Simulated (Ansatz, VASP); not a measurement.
# ThTi2O6 (ThTi2O6 (C2/m)) in two plane-wave programs, part 2 of 2

Aim: how closely do two programs agree when they are given the same cell, functional and k mesh? The structure shown is the start of the Ansatz relaxation below; VASP solves that cell, so the two are compared at the walk's first step.

VASP 6.6.1 and Ansatz 0.2.0.

So far: Set-up; Ansatz: relaxation, r2SCAN.

## 3. VASP: single point, r2SCAN, start cell

Level of this step: r2SCAN, no spin polarisation; plane waves and PAW (Th, Ti_sv, O) (VASP).

The same cell, functional and mesh now go to VASP, with its own data sets.

Lines of VASP's logs that name or quote its potential files are left out, and so is its time.

INCAR reads:

```
SYSTEM = ThTi2O6
PREC = Accurate
ENCUT = 800
EDIFF = 1E-06
NELM = 200
ISMEAR = 0
SIGMA = 0.01
LREAL = Auto
ALGO = Normal
METAGGA = R2SCAN
LASPH = .TRUE.
NBANDS = 344
LORBIT = 11
LWAVE = .FALSE.
LCHARG = .FALSE.
ISIF = 2
GGA_COMPAT = .FALSE.
EFERMI = MIDGAP
LMAXMIX = 6
LMIXTAU = .TRUE.
NCORE = 2
```

POSCAR reads:

```
ThTi2O6
1.0
    9.8220000000      0.0000000000      0.0000000000
    0.0000000000      7.6480000000      0.0000000000
   -6.7878400000      0.0000000000     12.3266500000
Th Ti O
8 16 48
Direct
    0.9993079143      0.0010591004      0.9999797187
    0.4998222589      0.2503661088      0.0011276381
    0.0002118861      0.9963258368      0.5005982972
    0.5029856977      0.2521051255      0.4974668706
    0.0001687437      0.4992154812      0.9999878312
    0.4996491353      0.7530857741      0.0016874009
    0.9955107498      0.4937369247      0.4975966706
    0.5006637660      0.7520005230      0.5016204727
    0.8180672984      0.0004184100      0.1945621884
    0.1741550934      0.0007845188      0.3026369695
    0.3213017409      0.2490062762      0.1937915005
    0.6774809890      0.2501046025      0.3022637943
    0.8139962468      0.0006145397      0.6936921224
    0.1797571097      0.0018043933      0.8034624168
    0.3196927241      0.2509152720      0.6974563243
    0.6771721100      0.2509544979      0.8034786418
    0.8235342678      0.4980125523      0.1971987523
    0.1790659019      0.4990847280      0.3037321576
    0.3236280476      0.7483002092      0.1961116767
    0.6786157792      0.7466134937      0.3048192331
    0.8213396636      0.4933446653      0.6982188997
    0.1783085013      0.5019482218      0.8024564663
    0.3208248110      0.7512160042      0.6967667614
    0.6780721208      0.7493854603      0.7985786893
    0.7968549520      0.2491239540      0.2040132558
    0.2022973184      0.2476856695      0.2950517781
    0.3045442532      0.0021705021      0.2063739946
    0.7007060377      0.0007845188      0.2938835775
    0.9732449565      0.9949267782      0.1560602435
    0.0238761275      0.0009937238      0.3405223641
    0.4767140224      0.2494900628      0.1570580815
    0.5248989173      0.2504837866      0.3412362645
    0.6622713818      0.0006537657      0.0592131682
    0.3400191322      0.9987447699      0.4409308287
    0.1636747689      0.2494900628      0.0572661672
    0.8358204261      0.2460512552      0.4397464031
    0.7939307502      0.2498953975      0.7042870528
    0.1994321695      0.2501961297      0.7910502854
    0.2950055633      0.9950052301      0.7038976526
    0.7025162342      0.9986532427      0.7924780861
    0.9734333922      0.9996861925      0.6584514041
    0.0235382274      0.9977641213      0.8411206613
    0.4725785251      0.2505099372      0.6576563787
    0.5235556798      0.2519482218      0.8425160121
    0.6559857465      0.9976333682      0.5556984258
    0.3416192579      0.9977902720      0.9427865641
    0.1640309921      0.2504053347      0.5594139527
    0.8412940848      0.2531119247      0.9423160388
    0.7945452151      0.7516736402      0.2069175323
    0.1994687733      0.7487839958      0.2941999651
    0.2992962617      0.5000653766      0.2075016326
    0.7020137170      0.4976072176      0.2931534521
    0.9739737003      0.5029680962      0.1563928561
    0.0302417412      0.5076229079      0.3445623912
    0.4776958666      0.7462866109      0.1587292573
    0.5244134555      0.7523012552      0.3432887281
    0.6620268902      0.4951359833      0.0572093797
    0.3438536051      0.5031119247      0.4430319673
    0.1588178760      0.7508498954      0.0573391797
    0.8385294431      0.7499346234      0.4407199036
    0.7962879495      0.7536741632      0.7039706652
    0.2015961740      0.7501961297      0.7971427760
    0.2953155818      0.5005491632      0.7057310786
    0.7036627779      0.5048640167      0.7956987503
    0.9727640711      0.5019351464      0.6567315532
    0.0263717598      0.5017782427      0.8442926505
    0.4761713737      0.7478164226      0.6569181408
    0.5267789522      0.7504184100      0.8411693364
    0.6625652584      0.5042756276      0.5604604657
    0.3373763761      0.5005753138      0.9423484888
    0.1608614435      0.7516997908      0.5586432648
    0.8396780090      0.7530988494      0.9431597393
```

KPOINTS reads:

```
Automatic mesh
0
Gamma
1 1 1
0 0 0
```

PAW data sets: Th, Ti_sv and O (PBE family, release 64).

Run with:

```bash
$ mpirun -np 8 vasp_gam
```

Numbers of over 12 decimals in the logs are rounded to 6 here.

What it wrote:

```text
[banner, memory and clock lines left out]
running    8 mpi-ranks, on    1 nodes
[...]
|                                                                             |
|               ----> ADVICE to this user running VASP <----                  |
|                                                                             |
|     You enforced a specific xc type in the INCAR file but a different       |
|     [... a line on the potential file left out ...]
|     I HOPE YOU KNOW WHAT YOU ARE DOING!                                     |
|                                                                             |

 LDA part: xc-table for (None), standard interpolation
 POSCAR, INCAR and KPOINTS ok, starting setup
[...]
entering main loop
       N       E                     dE             d eps       ncg     rms          rms(c)
DAV:   1     0.127383623902E+05    0.12738E+05   -0.40320E+05   688   0.277E+03
DAV:   2     0.247157428356E+04   -0.10267E+05   -0.99182E+04   704   0.750E+02
DAV:   3    -0.102457481451E+04   -0.34961E+04   -0.33504E+04   912   0.337E+02
DAV:   4    -0.165401774593E+04   -0.62944E+03   -0.62592E+03   976   0.153E+02
[...]
DAV:  24    -0.134012625252E+04   -0.69069E-05   -0.26859E-06   464   0.538E-03    0.590E-03
DAV:  25    -0.134012625639E+04   -0.38681E-05   -0.16815E-06   384   0.449E-03    0.366E-03
DAV:  26    -0.134012625669E+04   -0.29979E-06   -0.25488E-06   480   0.377E-03
   1 F= -.13401263E+04 E0= -.13401263E+04  d E =0.000000E+00
```

From OUTCAR (step 3):

```text
  FREE ENERGIE OF THE ION-ELECTRON SYSTEM (eV)
  ---------------------------------------------------
  free  energy   TOTEN  =     -1340.1262566913 eV

  energy  without entropy=    -1340.1262566913  energy(sigma->0) =    -1340.12625669
```

The run ends at a pressure of 2.18 GPa, with forces up to 2.9 eV/Å.

## 4. Differences

Known differences besides the potentials themselves: VASP keeps PBE cores, Ansatz makes them for the functional; fixed occupations in Ansatz, narrow Gaussian smearing in VASP; the cutoff is 500 eV in Ansatz and 800 eV in VASP (PREC = Accurate, projectors in real space); in our runs with r2SCAN, forces from VASP's data set Ti_sv part from Ansatz's all-electron ones, so neither program is the reference here. Total energies have different zeros and are not compared.

Forces on 8 of the 72 atoms, those with the largest forces and the largest differences (eV/Å; atoms numbered as in POSCAR):

| atom | Ansatz x, y, z | VASP x, y, z |
| --- | --- | --- |
| Ti9 | 1.785, -0.374, 1.499 | 1.756, -0.375, 1.667 |
| Ti11 | 1.302, -0.201, 1.165 | 1.248, -0.179, 1.317 |
| Ti13 | 2.388, -0.652, 1.312 | 2.366, -0.634, 1.460 |
| Ti14 | -2.410, -0.305, -0.660 | -2.359, -0.312, -0.783 |
| O30 | -1.532, 0.068, 1.466 | -1.689, 0.069, 1.526 |
| O33 | -1.107, 0.011, -1.816 | -1.169, 0.011, -1.966 |
| O62 | 2.095, 0.011, -0.643 | 2.102, 0.026, -0.644 |
| O64 | 1.998, -1.134, -0.504 | 2.005, -1.158, -0.500 |

The forces differ by 64 meV/Å r.m.s., which is 6.6 % of the r.m.s. force of 0.972 eV/Å (both taken over all components).

## 5. What came out

```json
{
  "r.m.s. force difference (single point, r2SCAN, start cell)": "6.6 % of the r.m.s. force"
}
```

**Reading.** The r.m.s. force difference is 6.6 % of the r.m.s. force (single point, r2SCAN, start cell), beyond the 3 % picked in this series as the mark of a large difference. What causes the difference of the single point, r2SCAN, start cell pair stays open here. 1 further run of this series is not shown here. Such differences can come from data sets, numerical settings and the points named under the comparisons, not from the functional's error against experiment.

[Lines on the potential files, build, host, timing and source positions are cut from VASP's logs without a mark.]

[Logs are printed without paths, hosts, clocks, repeated set-up lines and the standing remarks that a program may print on its own settings, such as how far it seeks lower states.]

[Hosts, paths, dates, database ids (printed as entryN), source tags and the programs' standing remarks are cut or masked in the printed files.]
